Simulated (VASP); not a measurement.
Input:

```
CELL_PARAMETERS angstrom
      4.14741     0.00000     0.00000
      0.00000     4.14741     0.00000
      0.00000     0.00000     4.14741
ATOMIC_POSITIONS crystal
  Cs 0.00000 0.00000 0.00000
  Br 0.50000 0.50000 0.50000
```

Level of theory: LDA (Ceperley-Alder, Perdew-Zunger), VASP's LDA PAW potentials (set 64) (plane waves; VASP). Numerical set-up: 520 eV cut-off, 7×7×7 Γ-centred mesh, tetrahedra with Blöchl corrections, potentials Cs_sv Br.

Question: The job: CsBr (CsCl type), 2 atoms, LDA, static run, 520 eV, 7×7×7 Γ-centred mesh. Roughly how much core time does it take on a busy server core?

Answer: About 9 core-seconds (one run on a shared machine, a rough figure). It had 20 irreducible k-points, 12 bands, up to 1935 plane waves and 13 electronic steps.

The compound is CsBr in the CsCl type structure. It was relaxed first, which changed the volume by -10 %.
